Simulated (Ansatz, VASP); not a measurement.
# C (Graphite 3R) in two plane-wave programs, part 2 of 2

Wanted: the spread between two codes on one cell, functional and k mesh. The cell is taken from a series of runs on this material, whose earlier steps may have relaxed, scaled, displaced or heated it; both programs get it as it stands.

VASP 6.6.1 and Ansatz 0.2.0.

So far: Starting point; VASP: relaxation of cell and atoms, LDA, pair 1; Ansatz: relaxation of cell and atoms, LDA, pair 1; Comparison; Ansatz: relaxation of cell and atoms, LDA, pair 2.

## 6. VASP: relaxation of cell and atoms, LDA, pair 2

Level of this step: LDA; plane waves and PAW (C) (VASP).

The same cell, functional (in two slightly different forms) and mesh now go to VASP, with its own data sets.

INCAR reads:

```
SYSTEM = C
PREC = Accurate
ENCUT = 600
EDIFF = 1E-07
NELM = 120
ISMEAR = 0
SIGMA = 0.01
LREAL = .FALSE.
ALGO = Normal
GGA = CA
NBANDS = 10
LORBIT = 11
LWAVE = .FALSE.
LCHARG = .FALSE.
ISIF = 3
IBRION = 2
NSW = 80
EDIFFG = -0.005
LASPH = .TRUE.
GGA_COMPAT = .FALSE.
NELMIN = 4
EFERMI = MIDGAP
KPAR = 2
```

POSCAR reads:

```
C
1.0
    1.2224730000      0.7057950000      3.2987530000
   -1.2224730000      0.7057950000      3.2987530000
    0.0000000000     -1.4115910000      3.2987530000
C
2
Direct
    0.8334295765      0.8334295765      0.8334289861
    0.1665707607      0.1665707607      0.1665706427
```

KPOINTS reads:

```
Automatic mesh
0
Gamma
12 12 12
0 0 0
```

PAW data sets: C (LDA family, release 64).

Started as:

```console
> mpirun -np 2 vasp_std
```

Numbers of over 12 decimals in the logs are rounded to 6 here.

The log of the run:

```text
[... set-up lines as in an earlier step ...]
 entering main loop
       N       E                     dE             d eps       ncg     rms          rms(c)
DAV:   1     0.742242753663E+01    0.74224E+01   -0.50906E+03  3860   0.826E+02
DAV:   2    -0.209811110125E+02   -0.28404E+02   -0.26689E+02  5170   0.143E+02
DAV:   3    -0.216675435933E+02   -0.68643E+00   -0.68490E+00  4670   0.197E+01
DAV:   4    -0.216702868432E+02   -0.27432E-02   -0.27430E-02  4576   0.150E+00
[...]
DAV:  10    -0.202298264657E+02    0.68152E-05   -0.10765E-04  4712   0.740E-02    0.294E-02
DAV:  11    -0.202298252201E+02    0.12456E-05   -0.38981E-06  4416   0.144E-02    0.427E-03
DAV:  12    -0.202298252264E+02   -0.63285E-08   -0.45451E-08  3322   0.188E-03
   1 F= -.20229825E+02 E0= -.20229825E+02  d E =-.202298E+02
[... from here on, the cycles between the ionic steps are left out ...]
   2 F= -.20229662E+02 E0= -.20229662E+02  d E =0.163443E-03
   3 F= -.20229877E+02 E0= -.20229877E+02  d E =-.521186E-04
   4 F= -.20229903E+02 E0= -.20229903E+02  d E =-.260525E-04
   5 F= -.20229968E+02 E0= -.20229968E+02  d E =-.906799E-04
   6 F= -.20230036E+02 E0= -.20230036E+02  d E =-.158232E-03
[...]
reached required accuracy - stopping structural energy minimisation
```

OUTCAR, selected parts (step 6):

```text
  Total        0.0024922      0.0024922     -0.0060394      0.0000000      0.0000000      0.0000000
  in kB        0.2354936      0.2354937     -0.5706714      0.0000000      0.0000001      0.0000000
  external PRESSURE =      -0.0332280 kB  Pullay stress =       0.0000000 kB

 POSITION                                       TOTAL-FORCE (eV/Angst)
 -----------------------------------------------------------------------------------
      0.00000      0.00000      8.18113        -0.000000      0.000000     -0.003309
      0.00000      0.00000      1.63487         0.000000     -0.000000      0.003309
 -----------------------------------------------------------------------------------
    total drift:                                0.000000     -0.000179     -0.000564

  FREE ENERGIE OF THE ION-ELECTRON SYSTEM (eV)
  ---------------------------------------------------
  free  energy   TOTEN  =       -20.2300355770 eV

  energy  without entropy=      -20.2300355770  energy(sigma->0) =      -20.23003558

[... 2 parts as in an earlier step ...]

[... 2 further parts left out ...]
[key lines of the parts left out:]
E-fermi :   4.9143
```

## 7. Comparison

What differs besides the data sets and the points named for the pairs above, as far as they apply: fixed occupations in Ansatz, narrow Gaussian smearing in VASP. Total energies have different zeros and are not compared.

Both answers:

```
                                         quantity  Ansatz   VASP  difference
                                      volume (Å³)   17.10  16.96     +0.85 %
edge a after relaxation, in the typed setting (Å)   3.592  3.564     +0.79 %
```

## 8. VASP: zone-centre phonons, LDA

Second derivatives magnify differences that forces hide, and they need a tight electronic threshold.

INCAR reads:

```
SYSTEM = C
PREC = Accurate
ENCUT = 600
EDIFF = 1E-08
NELM = 120
ISMEAR = 0
SIGMA = 0.01
LREAL = .FALSE.
ALGO = Normal
GGA = CA
NBANDS = 10
LORBIT = 11
LWAVE = .FALSE.
LCHARG = .FALSE.
ISIF = 2
IBRION = 8
LASPH = .TRUE.
GGA_COMPAT = .FALSE.
EFERMI = MIDGAP
KPAR = 2
```

POSCAR reads:

```
C
1.0
    1.2225022075      0.7058119803      3.3029794484
   -1.2225022075      0.7058119803      3.3029794484
    0.0000000000     -1.4116239555      3.3029794495
C
2
Direct
    0.8334288521      0.8334288521      0.8334288521
    0.1665711479      0.1665711479      0.1665711479
```

KPOINTS is that of step 6.

Started as:

```console
> mpirun -np 2 vasp_std
```

The log of the run:

```text
[... set-up lines as in an earlier step ...]
 entering main loop
       N       E                     dE             d eps       ncg     rms          rms(c)
DAV:   1     0.705006406549E+01    0.70501E+01   -0.49364E+03  3868   0.813E+02
DAV:   2    -0.209723011203E+02   -0.28022E+02   -0.26474E+02  5122   0.144E+02
DAV:   3    -0.216676944508E+02   -0.69539E+00   -0.69390E+00  4658   0.197E+01
DAV:   4    -0.216705885380E+02   -0.28941E-02   -0.28936E-02  4570   0.153E+00
[...]
DAV:  10    -0.202298434732E+02    0.74052E-05   -0.11280E-04  4712   0.757E-02    0.301E-02
DAV:  11    -0.202298421541E+02    0.13191E-05   -0.41050E-06  4402   0.148E-02    0.433E-03
DAV:  12    -0.202298421598E+02   -0.57182E-08   -0.50879E-08  4586   0.195E-03
   1 F= -.20229842E+02 E0= -.20229842E+02  d E =0.000000E+00
 Linear response reoptimize wavefunctions to high precision
DAV:   1    -0.202298421618E+02   -0.20773E-08   -0.10458E-08  4302   0.818E-04
DAV:   2    -0.202298421619E+02   -0.20577E-10   -0.92758E-11  2752   0.840E-05
 Linear response DOF=           2
 Linear response progress:
[...]
RMM:   8    -0.118749150990E+00   -0.10310E-05    0.10317E-08 29535   0.213E-04    0.212E-05
RMM:   9    -0.118748950486E+00    0.20050E-06    0.28865E-07 31455   0.968E-05    0.218E-06
RMM:  10    -0.118748950000E+00    0.48636E-09    0.29267E-08 31981   0.676E-05    0.790E-07
 first order change of Fermi-energy   0.54642E-06
 force on displaced ion       1 direction 1 : -56.600  -0.008   0.000
 Linear response progress:
  Degree of freedom:   2/  2
       N       E                     dE             d eps       ncg     rms          rms(c)
RMM:   1    -0.120951170350E+00   -0.12095E+00    0.62013E-02  7384   0.208E+00
RMM:   2    -0.121486883049E+00   -0.53571E-03   -0.11171E-03  5926   0.264E-01    0.198E-01
RMM:   3    -0.121334158775E+00    0.15272E-03   -0.38932E-04  5745   0.137E-01    0.102E-01
RMM:   4    -0.121642780215E+00   -0.30862E-03   -0.20182E-04  5792   0.101E-01    0.214E-02
[...]
RMM:   9    -0.121503880764E+00   -0.14277E-06   -0.42015E-09  6675   0.837E-05    0.359E-06
RMM:  10    -0.121503866899E+00    0.13865E-07   -0.55172E-09  6595   0.536E-05    0.163E-06
RMM:  11    -0.121503863761E+00    0.31383E-08   -0.83998E-09  5920   0.512E-05    0.148E-07
 first order change of Fermi-energy   0.69308E-01
 force on displaced ion       1 direction 3 :   0.000  -0.000 -17.172
 Linear response finished
```

From OUTCAR (step 8):

```text
  Total        0.0738695      0.0738695     -0.0407428      0.0000000     -0.0000000      0.0000000
  in kB        6.9211796      6.9211796     -3.8173855      0.0000000     -0.0000000      0.0000000
  external PRESSURE =       3.3416579 kB  Pullay stress =       0.0000000 kB

 POSITION                                       TOTAL-FORCE (eV/Angst)
 -----------------------------------------------------------------------------------
      0.00000      0.00000      8.25840         0.000000      0.000000      0.000253
      0.00000      0.00000      1.65054         0.000000     -0.000000     -0.000253
 -----------------------------------------------------------------------------------
    total drift:                               -0.000000      0.000000     -0.000000

[... 1 part as in an earlier step ...]

[... 1 further part left out ...]
```

## 9. Ansatz: zone-centre phonons, LDA

The same cell, functional (in two slightly different forms) and mesh now go to Ansatz, which takes its cutoff from its data sets.

The cell is taken from a series of runs on this material, whose earlier steps may have relaxed, scaled, displaced or heated it; both programs get it as it stands.

input.yaml reads:

```yaml
crystal:
  lattice:
    - [1.2225022075, 0.7058119803, 3.3029794484]
    - [-1.2225022075, 0.7058119803, 3.3029794484]
    - [0.0, -1.4116239555, 3.3029794495]
  atoms:
    - { symbol: C, position: [0.8334288521, 0.8334288521, 0.8334288521] }
    - { symbol: C, position: [0.1665711479, 0.1665711479, 0.1665711479] }
kpoints:
  mp_grid: { grid: [12, 12, 12] }
hamiltonian:
  xc: lda
scf:
  occupations: { method: fixed }
output:
  eigenvalues: true
phonons:
  method: dfpt
  qmesh: [2, 2, 2]
  temperatures: { t_max: 1000, t_step: 50 }
  qpath:
    path:
      - [[0.0, 0.0, 0.0], [0.5, 0.5, 0.5], [0.8028912, 0.1971088, 0.5]]
      - [[0.5, -0.1971088, 0.1971088], [0.5, 0.0, 0.0], [0.0, 0.0, 0.0], [0.3485544, -0.3485544, 0.0]]
      - [[0.6514456, 0.0, 0.3485544], [0.5, 0.0, 0.5], [0.0, 0.0, 0.0]]
    npoints: 12
  dielectric: false
```

Started as:

```console
> ansatz run input.yaml --threads 4 --pin off --max-ram 9216MiB --backend cpu --events-out ev --progress --plain --runs-dir out
```

The log of the run:

```text
[...]
Crystal: 2 atoms, lattice volume = 17.100 Å³
Basis set: ecut = 420 eV, 311 PW (Γ), exchange–correlation on 50×50×50 points (8 copies of the dense FFT grid, shifted against one another)
Bands: 8, of which v1, the nominal top of the filled ones, is band 4 counted from 1 (3 counted from 0)
Symmetry: 12 space group operations
k-points: 189 of 1728
[...]
largest difference from the sums on the solved wave vectors: F 2.23e-2 eV, S 3.03e-5 and C_V 3.20e-5 eV/K
  zero-point energy: 0.350371 eV/cell   skipped modes (ω ≤ 0): 3   left out of the sums: 1.85e-5 of the cell's modes: C_V's classical limit lies that fraction below 3 k_B per atom; for a crystal, a wire or a layer, F and S can be off by more, and a phonons.interpolated_qmesh denser along its periods is the remedy for the sampling
[key lines of the parts left out:]
SCF converged after 7 iterations
Free energy (F): -485.966406 eV
Fermi energy:    6.683624 eV
```

## 10. Comparison

What differs besides the data sets and the points named for the pairs above, as far as they apply: VASP's run holds the zone centre alone. Total energies have different zeros and are not compared.

Both answers:

```
                  quantity  Ansatz    VASP  difference
     optical mode 1 (cm⁻¹)   884.3   881.8     +0.29 %
optical mode 2 to 3 (cm⁻¹)  1602.7  1600.8     +0.12 %
```

Modes are paired by rising frequency, not by their patterns, so a pair may set unlike modes beside each other; they are those without the splitting of longitudinal modes.

## 11. Results

| Quantity | Value |
| --- | --- |
| difference in volume (relaxation of cell and atoms, LDA, pair 1) | 0.87 % |
| difference in volume (relaxation of cell and atoms, LDA, pair 2) | 0.85 % |
| r.m.s. difference of the optical zone-centre modes, each program's sorted by frequency (zone-centre phonons, LDA) | 2.1 cm⁻¹ |

**Reading.** The difference in volume is 0.87 % (relaxation of cell and atoms, LDA, pair 1), within the 1.2 % picked in this series as the mark of a large difference, as far as the stopping tolerances let one tell. Such differences can come from data sets, numerical settings and the points named under the comparisons, not from the functional's error against experiment.

[Lines on the potential files, build, host, timing and source positions are cut from VASP's logs without a mark.]

[Logs are printed without paths, hosts, clocks, repeated set-up lines and the standing remarks that a program may print on its own settings, such as how far it seeks lower states.]

[Hosts, paths, dates, database ids (printed as entryN), source tags and the programs' standing remarks are cut or masked in the printed files.]
